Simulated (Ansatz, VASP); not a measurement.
# Cross-check of AgHPt between VASP and Ansatz, part 2 of 2

Aim: how closely do two programs agree when they are given the same cell, functional and k mesh? The cell is generated by rule, not measured, and may not be a known phase. The cell is taken from a series of runs on this material, whose earlier steps may have relaxed, scaled, displaced or heated it; both programs get it as it stands.

VASP 6.6.1 and Ansatz 0.2.0.

So far: Set-up; VASP: relaxation of cell and atoms, r2SCAN.

The structure was built from a prototype and need not be the compound's stable phase.

**3. Ansatz: relaxation of cell and atoms, r2SCAN**

Level of this step: Ansatz beside VASP: Kohn-Sham DFT, plane waves, r2SCAN (Ansatz).

Ansatz runs on its default PAW (the set named soft_2) files.

The same cell, functional, mesh and smearing now go to Ansatz, which takes its cutoff from its data sets.

Input file input.yaml:

```yaml
crystal:
  lattice:
    - [2.8552786694, 0.0, 0.0]
    - [0.0, 4.4558525888, 0.0]
    - [0.0, 0.0, 2.8376781666]
  atoms:
    - { symbol: Ag, position: [0.5, 0.5, 0.4630956708] }
    - { symbol: H, position: [0.5, 0.0, 0.6267583225] }
    - { symbol: Pt, position: [0.0, 0.0, 0.9884683672] }
kpoints:
  mp_grid: { grid: [14, 10, 14] }
hamiltonian:
  xc: r2scan
scf:
  occupations: { method: methfessel_paxton, width: 0.2 }
output:
  forces: true
  stress: true
  eigenvalues: true
relax:
  adjacent_minimum: "off"
  f_tol: 0.001
  max_steps: 60
  cell: { stress_tol: 0.01 }
```

Launch:

```bash
> ansatz run input.yaml --threads 8 --pin off --max-ram 14336MiB --backend cpu --events-out ev --progress --plain --runs-dir out
```

Numbers of over 12 decimals in the logs are rounded to 6 here.

Output:

```text
Engine: ansatz 0.2.0, aarch64-unknown-linux-gnu
Pseudopotentials: kind: paw
Pseudopotential: Ag, paw, valence charge 19, recommended cutoff 500 eV (meta_gga), Ag.paw.azcp
Pseudopotential: H, paw, valence charge 1, recommended cutoff 500 eV (meta_gga), H.paw.azcp
Pseudopotential: Pt, paw, valence charge 18, recommended cutoff 500 eV (meta_gga), Pt.paw.azcp
Functional definition: r2SCAN
  parameter k0 = 0.174
  parameter k1 = 0.065
  parameter a1 = 4.9479
  exchange = r2scan_x(k0 = k0, k1 = k1, a1 = a1)
  correlation = r2scan_c
Crystal: 3 atoms, lattice volume = 36.103 Å³
Basis set: ecut = 500 eV, 921 PW (Γ), exchange–correlation on 96×144×96 points (64 copies of the dense FFT grid, shifted against one another)
Bands: 23, of which v1, the nominal top of the filled ones, is band 19 counted from 1 (18 counted from 0)
Symmetry: 4 space group operations
Space group: Pmm2 (ITA 25), of the structure as read, at distance tolerance 3.3e-5 Å
k-points: 384 of 1960 (time reversal used)
Non-local potential: Ag, projectors of the file, l = 0: 3, l = 1: 2, l = 2: 2, l = 3: 1
Non-local potential: H, projectors of the file, l = 0: 2, l = 1: 1
Non-local potential: Pt, projectors of the file, l = 0: 3, l = 1: 2, l = 2: 2, l = 3: 1
PAW form: soft (Blöchl's): semilocal exchange-correlation on the pseudo side does not see the compensation charge
PAW frozen core: Ag, regenerated for the run's functional (the file was generated under x = pbe(κ = 0.804, μ = 0.219515), c = pbe(β = 0.066725))
PAW frozen core: Pt, regenerated for the run's functional (the file was generated under x = pbe(κ = 0.804, μ = 0.219515), c = pbe(β = 0.066725))
PAW one-centre angular grid: Ag, 590 points (default); XC on 160 Gauss nodes
PAW one-centre angular grid: H, 302 points (default); XC on 160 Gauss nodes
PAW one-centre angular grid: Pt, 590 points (default); XC on 160 Gauss nodes
Initial density: superposition of atomic densities (neutral atoms: chi_scale 0, normalization atom), corrected by the library's trained network
Initial wavefunctions: pseudopotential atomic-orbital guess
Functional: x = r2scan, c = r2scan; τ floored in thin density (d = 2e-4 eV/Å³)
SCF iter   1: F=—  HF=-20156.672475 eV  |F-HF|=—  |Δ(HF+E_count)|=         —  Δρ=1.63e-2  dr2=1.01e-1  dr2_τ=1.80e-2  ethr=1.77e-3  ⟨swp⟩=4.7  Hψ=32507  notcnv=0
preconditioner: auto → Kerker (q_TF=auto, 2.752 Å⁻¹)  [metal: Δε(μ)=0.024 eV  Ē_g=10.337 eV  σ=0.200 eV  W_gap=0.10  n_scr=14 (ndim 8)  ℏωp=29.0 eV  f_vac=0.000  D(μ)=0.42/eV (n_scr^D=2)]
SCF iter   2: F=—  HF=-20156.657522 eV  |F-HF|=—  |Δ(HF+E_count)|=   1.50e-2  S|Δr|=    0.00e0  Δρ=7.65e-3  dr2=1.80e-2  dr2_τ=2.51e-3  ethr=2.66e-4  ⟨swp⟩=1.1  Hψ=12100  notcnv=0
SCF iter   3: F=—  HF=-20156.658739 eV  |F-HF|=—  |Δ(HF+E_count)|=   1.22e-3  S|Δr|=    0.00e0  Δρ=2.81e-3  dr2=3.29e-3  dr2_τ=9.28e-5  ethr=4.73e-5  ⟨swp⟩=2.1  Hψ=11382  notcnv=0
SCF iter   4: F=—  HF=-20156.658872 eV  |F-HF|=—  |Δ(HF+E_count)|=   1.33e-4  S|Δr|=    0.00e0  Δρ=7.27e-4  dr2=3.58e-4  dr2_τ=9.22e-6  ethr=8.65e-6  ⟨swp⟩=2.3  Hψ=12194  notcnv=0
SCF iter   5: F=—  HF=-20156.658897 eV  |F-HF|=—  |Δ(HF+E_count)|=   2.53e-5  S|Δr|=    0.00e0  Δρ=5.08e-4  dr2=8.73e-5  dr2_τ=5.66e-6  ethr=9.41e-7  ⟨swp⟩=2.0  Hψ=12594  notcnv=0
SCF iter   6: F=—  HF=-20156.658890 eV  |F-HF|=—  |Δ(HF+E_count)|=   7.71e-6  S|Δr|=    0.00e0  Δρ=1.67e-4  dr2=1.29e-5  dr2_τ=6.18e-7  ethr=2.30e-7  ⟨swp⟩=2.1  Hψ=13766  notcnv=0
SCF iter   7: F=—  HF=-20156.658891 eV  |F-HF|=—  |Δ(HF+E_count)|=   1.61e-6  S|Δr|=    0.00e0  Δρ=6.45e-5  dr2=1.69e-6  dr2_τ=9.52e-8  ethr=3.40e-8  ⟨swp⟩=2.0  Hψ=13515  notcnv=0
SCF iter   8: F=-20156.658892 eV  HF=-20156.658892 eV  |F-HF|=1.64e-8  |Δ(HF+E_count)|=   3.13e-7  S|Δr|=    0.00e0  Δρ=1.56e-5  dr2=7.02e-8  dr2_τ=3.36e-9  ethr=2.63e-10  ⟨swp⟩=3.3  Hψ=37274  notcnv=0
SCF 1 converged in 8 iterations: F = -20156.658892 eV  dr2 = 7.02e-8
  greatest PAW one-centre occupation: 1.001 electrons in one spin orbital (limit 2), on the Ag atom at site 0 (counted from 0), in its partial waves of l = 1
relax step   1: F+E_penalty+E_count = -20156.65889167 eV  Δ(F+E_penalty+E_count) = +0.000e0 eV  max|allowed force component| = 2.340e-3 eV/Å  Δτ_max = 0.0000 Å  P = -0.011 GPa  Ω = 36.103 Å³  (8 SCF iters, dr2 threshold 1.00e-7 eV, accepted)
[...]
relax step   4: F+E_penalty+E_count = -20156.65893519 eV  Δ(F+E_penalty+E_count) = -4.821e-6 eV  max|allowed force component| = 1.743e-3 eV/Å  Δτ_max = 0.0000 Å  P = -0.005 GPa  Ω = 36.092 Å³  energy of the carried Pulay correction = +6.559e-6 eV  (4 SCF iters, dr2 threshold 4.75e-9 eV, accepted)
[...]
relax step   5: F+E_penalty+E_count = -20156.65893371 eV  Δ(F+E_penalty+E_count) = +1.477e-6 eV  max|allowed force component| = 1.117e-3 eV/Å  Δτ_max = 0.0012 Å  P = +0.001 GPa  Ω = 36.096 Å³  energy of the carried Pulay correction = +4.314e-6 eV  (6 SCF iters, dr2 threshold 2.63e-10 eV, accepted)
[...]
relax step   6: F+E_penalty+E_count = -20156.65893475 eV  Δ(F+E_penalty+E_count) = -1.035e-6 eV  max|allowed force component| = 1.763e-4 eV/Å  Δτ_max = 0.0002 Å  P = -0.000 GPa  Ω = 36.094 Å³  energy of the carried Pulay correction = +5.141e-6 eV  (5 SCF iters, dr2 threshold 7.80e-11 eV, accepted)
[...]
relax step   7: F+E_penalty+E_count = -20156.65892801 eV  Δ(F+E_penalty+E_count) = +6.737e-6 eV  max|allowed force component| = 1.745e-4 eV/Å  Δτ_max = 0.0000 Å  P = -0.000 GPa  Ω = 36.094 Å³  stress off target by 2.53e-3 GPa  SCF on the basis re-selected at this cell (its energy is not comparable with the rows above)  (5 SCF iters)
basis re-selected at this cell: Δ(F+E_penalty+E_count) = +6.737e-6 eV, ΔP = +0.000 GPa vs the last step (what re-selecting the basis moved, of the pressure what is left beyond the Pulay correction that the steps carried, after the strain that the cell walked since its last selection, with what the two solves' SCF thresholds leave and, on support functions, any second-order correction that the steps lacked; it is no m [...]
SCF converged after 5 iterations
Stability not checked: this state was not tested for a lower state beside it, because cold or Methfessel-Paxton smearing, or corrected tetrahedra, fill the levels in a way that the test cannot read (fill_not_monotonic; see scf.lower_state_search)
Free energy (F): -20156.658928 eV
Harris-Foulkes:  -20156.658928 eV  (|F-HF|=7.28e-12)
Internal energy: -20156.659838 eV  (E = F + TS)
E sigma→0 (E₀):  -20156.659155 eV
Entropy (-TS):   0.000910 eV (0.303 meV/atom)
Fermi energy:    17.939536 eV
--- Per-component energies (eV) ---
  E_band       = -464.773798
  E_kinetic    = 1180.981242
  E_local      = -3935.497408  (includes V_loc(G=0)·N_el)
  E_nonlocal   = 286.404267
  E_hartree    = 1651.407121
  E_xc         = -437.608557
  E_vxc        = -613.239429  (∫ρ·V_xc dr)
  E_paw        = -13404.066400  (= ΣΔE_a)
  E_vpaw       = -727.427174  (= ΣTr[D̂ρ^β])
  E_aug_tail   = -0.000153  (compensation charges beyond the density's cutoff)
  E_vtau       = 41.190598  (kinetic-family band-sum trace: ∫τ·v_τ [+ j·A + Jᵃ·Aᵃ] dr)
  E_ewald      = -5497.539145
  E_core_change = -0.740805  (= ΣΔE_core)
  E_smearing   = 0.000910  (= −TS)
  E_closure    = 0.000000  (closes the sum)
  Σ components = -20156.658928   (vs F -20156.658928, Δ=0.00e0)
--- Forces (eV/Å), atoms counted from 1 ---
  atom   1  Ag    -0.00000000     0.00000000     0.00017464
  atom   2  H      0.00000000     0.00000000    -0.00000846
  atom   3  Pt     0.00000000     0.00000000    -0.00016579
  max |Σ_I F_I| component: 3.99e-7 eV/Å
--- Stress (GPa, compression-positive) ---
        0.001449      -0.000000      -0.000000
       -0.000000      -0.002525       0.000000
       -0.000000       0.000000       0.000282
  P = ⅓ Tr σ = -0.0003 GPa (-0.003 kbar)
--- Band table (eV; the first three rows and the last of 384) ---
  k-point 0: bands = [... 15 lower, 14.5789, 16.5991, 16.6352, 16.6984, 18.2898, 22.1513, 27.0334, 29.0745]
  k-point 1: bands = [... 15 lower, 14.5370, 16.2347, 16.4916, 16.6216, 18.8641, 22.1044, 26.4004, 29.3189]
  k-point 2: bands = [... 15 lower, 14.4215, 15.4872, 16.2050, 16.5818, 19.9445, 21.9466, 25.0999, 30.0151]
  k-point 383: bands = [... 15 lower, 15.2919, 15.9293, 18.0800, 21.0511, 23.0088, 24.4528, 24.7204, 25.0960]
--- Relaxed structure (6 steps of the walk, 6 accepted, 1 SCFs on fresh bases) ---
  F+E_penalty+E_count = -20156.65892801 eV   max|allowed force component| = 1.745e-4 eV/Å   (the final SCF, on the basis selected at the relaxed cell)
  cell:  # Å, volume = 36.0941 Å³
    - [2.856033, 0, 6.354347824067426e-19]
    - [0, 4.448813, 0]
    - [6.315178366505103e-19, 0, 2.840721]
  atoms:
    - { symbol: Ag, position: [0.5, 0.500000, 0.462843] }
    - { symbol: H, position: [0.5, 0, 0.627274] }
    - { symbol: Pt, position: [0, 0, 0.988205] }
```

Reading the cycles: dr2 is the Hartree energy of the density residual (eV), the measure of convergence; HF is the Harris–Foulkes estimate of the energy, which meets the free energy F at convergence.

**4. Comparison**

Known differences besides the potentials themselves: VASP keeps PBE cores, Ansatz makes them for the functional; the data sets hold 38 valence electrons in Ansatz (on its default PAW (the set named soft_2) files) and 22 in VASP; the cutoff is 500 eV in Ansatz and 550 eV in VASP; Ansatz adds a Pulay correction to the stress that steers its cell, VASP none. Total energies have different zeros and are not compared.

The two programs side by side:

| quantity | Ansatz | VASP | difference |
| --- | --- | --- | --- |
| volume (Å³) | 36.09 | 36.14 | -0.13 % |
| edge a after relaxation, in the typed setting (Å) | 2.856 | 2.857 | -0.04 % |
| edge b after relaxation, in the typed setting (Å) | 4.449 | 4.449 | -0.02 % |
| edge c after relaxation, in the typed setting (Å) | 2.841 | 2.843 | -0.07 % |

**5. What came out**

| Quantity | Value |
| --- | --- |
| difference in volume (relaxation of cell and atoms, r2SCAN) | -0.13 % |

In words: The difference in volume is -0.13 % (relaxation of cell and atoms, r2SCAN), within the 1.2 % picked in this series as the mark of a large difference, as far as the stopping tolerances let one tell. The data sets hold unlike numbers of valence electrons (38 in Ansatz and 22 in VASP), so part of the differences comes from the potentials. Such differences can come from data sets, numerical settings and the points named under the comparisons, not from the functional's error against experiment.

[Lines on the potential files, build, host, timing and source positions are cut from VASP's logs without a mark.]

[Logs are printed without paths, hosts, clocks, repeated set-up lines and the standing remarks that a program may print on its own settings, such as how far it seeks lower states.]

[Hosts, paths, dates, database ids (printed as entryN), source tags and the programs' standing remarks are cut or masked in the printed files.]
